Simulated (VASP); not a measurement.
Given:

```yaml
crystal:
  lattice:
    - [0.00000, 1.99343, 1.99343]
    - [1.99343, 0.00000, 1.99343]
    - [1.99343, 1.99343, 0.00000]
  atoms:
    - { symbol: Pt, position: [0.00000, 0.00000, 0.00000] }
```

These are optB86b-vdW, VASP's PBE PAW potentials (set 64) (plane waves; VASP 6.6.1) values and carry that method's errors. Settings: 520 eV cut-off, 16×16×16 Γ-centred mesh, first-order Methfessel-Paxton smearing of 0.10 eV, potentials Pt.

### Question
The job: Pt (fcc), 1 atom, optB86b-vdW, static run, 520 eV, 16×16×16 Γ-centred mesh. Roughly how much core time does it take on a busy server core?

### Answer
About 20 core-seconds (one run on a shared machine, a rough figure). It had 145 irreducible k-points, 9 bands, up to 444 plane waves and 11 electronic steps.

The compound is Pt in the fcc structure. This cell is one point of a volume scan, at 1.03 of the reference volume.
